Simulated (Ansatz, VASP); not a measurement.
# SiO2 (SiO2 (P3_121)): VASP beside Ansatz, part 2 of 2

Wanted: the spread between two codes on one cell, functional and k mesh. The two relaxations start from unlike cells of this crystal (the structure described is Ansatz's start), so only their ends are compared.

VASP 6.6.1 and Ansatz 0.2.0.

So far: The structure; Ansatz: relaxation of cell and atoms, LDA; VASP: relaxation of cell and atoms, LDA.

**3. VASP: relaxation of cell and atoms, LDA (continued)**

Level of this step: LDA; plane waves and PAW (Si, O) (VASP).

Numbers of over 12 decimals in the logs are rounded to 6 here.

Parts of OUTCAR (step 3):

```text
ion  position               nearest neighbor table
   1  0.536  0.536  0.000-   5 1.61   9 1.61   4 1.61   7 1.61   2 3.03   2 3.03   3 3.03   3 3.03

  LATTYP: Found a hexagonal cell.
 ALAT       =     4.8610357821
 C/A-ratio  =     1.1027042233

 Subroutine GETGRP returns: Found  6 space group operations
 (whereof  2 operations were pure point group operations)

The static configuration has the point symmetry C_2 .
 The point group associated with its full space group is D_3 .

 Found     32 irreducible k-points:

   k-points           NKPTS =     32   k-points in BZ     NKDIM =     32   number of bands    NBANDS=     33

   dimension x,y,z NGX =    40 NGY =   40 NGZ =   48
   dimension x,y,z NGXF=    80 NGYF=   80 NGZF=   96

   ENCUT  =  600.0 eV  44.10 Ry    6.64 a.u.   9.71  9.71 10.71*2*pi/ulx,y,z

   NELECT =      48.0000    total number of electrons

 k-points in reciprocal lattice and weights: Automatic mesh
   0.00000000  0.00000000  0.00000000       0.004
   0.14285714 -0.00000000  0.00000000       0.024
   0.28571429  0.00000000  0.00000000       0.024
   0.42857143 -0.00000000  0.00000000       0.024
   0.14285714  0.14285714  0.00000000       0.024
   0.28571429  0.14285714  0.00000000       0.049
   0.42857143  0.14285714  0.00000000       0.024
   0.28571429  0.28571429  0.00000000       0.024
   0.00000000  0.00000000  0.20000000       0.008
[...]
0.42857143  0.14285714  0.40000000       0.049
   0.28571429  0.28571429  0.40000000       0.049

 average (electrostatic) potential at core
       1 -87.8406       2 -87.8406       3 -87.8406       4 -73.2577       5 -73.2577
       6 -73.2577       7 -73.2577       8 -73.2577       9 -73.2577

 E-fermi :   4.0097

 k-point     1 :       0.0000    0.0000    0.0000
  band No.  band energies     occupation
    ...
     20       0.0508      2.00000
     21       0.0508      2.00000
     22       0.2219      2.00000
     23       0.8110      2.00000
     24       0.8110      2.00000
     25       6.9283      0.00000
     26      10.1283      0.00000
     27      10.1283      0.00000
     28      10.8232      0.00000
     29      10.8232      0.00000
    ...

 k-point     2 :       0.1429   -0.0000    0.0000
  band No.  band energies     occupation
    ...
     20      -0.0026      2.00000
     21       0.0655      2.00000
     22       0.1885      2.00000
     23       0.8409      2.00000
     24       0.8699      2.00000
     25       7.2581      0.00000
     26      10.1676      0.00000
     27      10.2019      0.00000
     28      10.7487      0.00000
     29      10.8925      0.00000
    ...

 k-point     3 :       0.2857    0.0000    0.0000
  band No.  band energies     occupation
    ...
     20      -0.0337      2.00000
     21       0.0621      2.00000
     22       0.2423      2.00000
     23       0.8598      2.00000
     24       0.9748      2.00000
     25       8.0757      0.00000
     26      10.2525      0.00000
     27      10.2979      0.00000
     28      10.7724      0.00000
     29      11.1174      0.00000
    ...

  Total       -0.0188911     -0.0188911      0.0038484     -0.0000000      0.0000000     -0.0000000
  in kB       -0.2758366     -0.2758366      0.0561918     -0.0000000      0.0000000     -0.0000000
  external PRESSURE =      -0.1651605 kB  Pullay stress =       0.0000000 kB

  energy-cutoff  :      600.00
  volume of cell :      109.73
      direct lattice vectors                 reciprocal lattice vectors
     4.861404833  0.000000000 -0.000000000     0.205701857  0.118762006  0.000000000
    -2.430702416  4.210100650  0.000000000    -0.000000000  0.237524013 -0.000000000
    -0.000000000  0.000000000  5.361187474     0.000000000 -0.000000000  0.186525841

 POSITION                                       TOTAL-FORCE (eV/Angst)
 -----------------------------------------------------------------------------------
      1.30389      2.25840     -0.00000         0.000539      0.000933     -0.000000
      3.73459      1.95170      3.57412         0.000539     -0.000933      0.000000
      2.25363      0.00000      1.78706        -0.001078     -0.000000     -0.000000
      0.35200      1.73036      4.16873         0.000868     -0.000142      0.004881
      0.75617      3.64976      0.59461        -0.000311      0.000823      0.004881
     -1.10817      3.04008      2.38167        -0.000557     -0.000681      0.004881
      1.32253      1.17002      1.19245        -0.000557      0.000681     -0.004881
      3.18687      0.56034      2.97952        -0.000311     -0.000823     -0.004881
      2.78270      2.47974      4.76658         0.000868      0.000142     -0.004881
 -----------------------------------------------------------------------------------
    total drift:                               -0.000467      0.001823     -0.001143

  FREE ENERGIE OF THE ION-ELECTRON SYSTEM (eV)
  ---------------------------------------------------
  free  energy   TOTEN  =       -77.9327382088 eV

  energy  without entropy=      -77.9327382088  energy(sigma->0) =      -77.93273821

 reached required accuracy - stopping structural energy minimisation

 total charge
# of ion       s       p       d       tot
------------------------------------------
    1        0.657   1.028   0.000   1.684
    2        0.657   1.028   0.000   1.684
    3        0.657   1.028   0.000   1.684
    4        1.538   3.686   0.000   5.224
    5        1.538   3.686   0.000   5.224
    6        1.538   3.686   0.000   5.224
    7        1.538   3.686   0.000   5.224
    8        1.538   3.686   0.000   5.224
    9        1.538   3.686   0.000   5.224
--------------------------------------------------
tot         11.196  25.199   0.000  36.395

[... 3 further parts left out ...]
```

CONTCAR:

```
SiO2
   1.00000000000000
     4.8614048329502406    0.0000000000000044   -0.0000000000000000
    -2.4307024164251128    4.2101006496405295    0.0000000000000000
    -0.0000000000000000    0.0000000000000000    5.3611874738601708
  Si              O
     3     6
Direct
     0.5364245692057485    0.5364245887057487    0.0000000000000000
     0.9999999804999997    0.4635754112942512    0.6666666053000014
     0.4635754502942588    0.0000000000000000    0.3333333946999986
     0.2779079599662437    0.4110011017691056    0.7775766418688043
     0.5889987805308965    0.8669067639971412    0.1109100365688028
     0.1330931419028571    0.7220918994337551    0.4442434312688085
     0.4110011251691048    0.2779078656662451    0.2224233581311958
     0.7220920166337571    0.1330932360028588    0.5557567528311943
     0.8669068582971398    0.5889988982308944    0.8890899634311972
```

The run keeps the 6 symmetry operations of its start, so it cannot find a distortion of lower symmetry.

**4. Side by side**

Known differences besides the potentials themselves: the two LDA forms differ slightly; fixed occupations in Ansatz, narrow Gaussian smearing in VASP; the cutoff is 420 eV in Ansatz and 600 eV in VASP; VASP's log shows a relativistic correction to its local exchange, Ansatz's none; Ansatz adds a Pulay correction to the stress that steers its cell, VASP none. Total energies have different zeros and are not compared.

Compared:

```
                                         quantity  Ansatz    VASP  difference
                                      volume (Å³)  110.16  109.73     +0.39 %
edge a after relaxation, in the typed setting (Å)   4.868   4.861     +0.14 %
edge c after relaxation, in the typed setting (Å)   5.367   5.361     +0.11 %
```

**5. Results**

```json
{"difference in volume (relaxation of cell and atoms, LDA)": "0.39 %"}
```

The difference in volume is 0.39 % (relaxation of cell and atoms, LDA), within the 1.2 % picked in this series as the mark of a large difference, as far as the stopping tolerances let one tell. How closely two codes agree says nothing of how well the functional describes the real material.

[Lines on the potential files, build, host, timing and source positions are cut from VASP's logs without a mark.]

[Logs are printed without paths, hosts, clocks, repeated set-up lines and the standing remarks that a program may print on its own settings, such as how far it seeks lower states.]

[Hosts, paths, dates, database ids (printed as entryN), source tags and the programs' standing remarks are cut or masked in the printed files.]
